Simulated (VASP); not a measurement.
An input for Ansatz (written as the equivalent of a VASP run, and not itself run):

Ansatz 0.2 input:
```yaml
crystal:
  lattice:
    - [3.7358174, 0.0000000, 0.0000000]
    - [-1.8679087, 3.2353129, 0.0000000]
    - [0.0000000, 0.0000000, 5.5746231]
  atoms:
    - { symbol: Pt, position: [0.0000000, 1.0000000, 0.0000000] }
    - { symbol: Pt, position: [0.0000000, 1.0000000, 0.5000000] }
    - { symbol: S, position: [0.3333330, 0.6666670, 0.2500000] }
    - { symbol: S, position: [0.6666670, 0.3333330, 0.7500000] }
kpoints:
  mp_grid: { grid: [11, 11, 6] }
hamiltonian:
  xc: pbe
  pseudopotentials: { kind: paw }
scf:
  occupations: { method: tetrahedron }
  max_iter: 100
output: { forces: true, stress: true, eigenvalues: true }
```

### Question
Translate this input to VASP (INCAR, KPOINTS, POSCAR, choice of POTCAR).

### Answer
This is not unique; one that fits is 
**INCAR**
```
# general
SYSTEM  = PtS
PREC    = Accurate
ENCUT   = 400
LREAL   = F
LASPH   = T

# electronic loop
EDIFF   = 1E-7
NELM    = 100
ALGO    = Normal
LMAXMIX = 6

# smearing
ISMEAR  = -5

# functional
GGA     = PE

# ions
ISIF    = 2

# output
LWAVE   = F
LCHARG  = T
LORBIT  = 11
NEDOS   = 601

# other
LEFG    = T
```

File KPOINTS:
```
kpoints
0
Gamma
11 11 6
0 0 0
```

**POSCAR**
```
PtS
1
    3.7358173615    -0.0000000000     0.0000000000
   -1.8679086807     3.2353129206    -0.0000000000
    0.0000000000     0.0000000000     5.5746230530
Pt S
2 2
Direct
  0.0000000000   1.0000000000   0.0000000000
  0.0000000000   1.0000000000   0.5000000000
  0.3333330000   0.6666670000   0.2500000000
  0.6666670000   0.3333330000   0.7500000000
```

POTCAR, in this order: Pt S (PBE.64 set). Program: vasp_std.

The two are equivalent in intent, not identical: each code has its own PAW files, so the cut-off isn't converted (ENCUT is set for VASP's; basis.ecutwfc is left out, and Ansatz then takes the one that its files recommend); Ansatz stops its SCF on the density residual and VASP on the energy change (EDIFF); the field gradients of LEFG aren't asked of the other code.

The structure was generated: PtS was put into the NiAs type type (P6_3/mmc), which need not be its known phase. It was relaxed first.
